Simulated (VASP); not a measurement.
Data:

```
SrTe
1.0
    0.00000     3.33000     3.33000
    3.33000     0.00000     3.33000
    3.33000     3.33000     0.00000
Sr Te
1 1
Direct
  0.00000   0.00000   0.00000
  0.50000   0.50000   0.50000
```

Computed with r2SCAN meta-GGA, VASP's PBE PAW potentials (set 64) (plane waves; VASP). Numerical set-up: 400 eV cut-off, 6×6×6 Γ-centred mesh, Gaussian smearing of 0.050 eV, potentials Sr_sv Te.

Energy and stress use the plane-wave basis of the starting cell.

Question: The ions, cell shape and volume are relaxed. Which structure does the run end with?

Answer: 
```
SrTe
1.0
    0.00000     3.35527     3.35527
    3.35527     0.00000     3.35527
    3.35527     3.35527     0.00000
Sr Te
1 1
Direct
  0.00000   0.00000   0.00000
  0.50000   0.50000   0.50000
```
Space group Fm-3m (225), at a tolerance of 0.03 Å.

Question: How do energy and volume change from the first to the last step?

Answer: The energy (σ→0) changes by -2.2 meV/atom and the volume by +2.3 %, in 3 ionic steps.

The compound is SrTe in the rock salt structure. This run relaxes it. Symmetry was kept, so distortions that lower it aren't found.
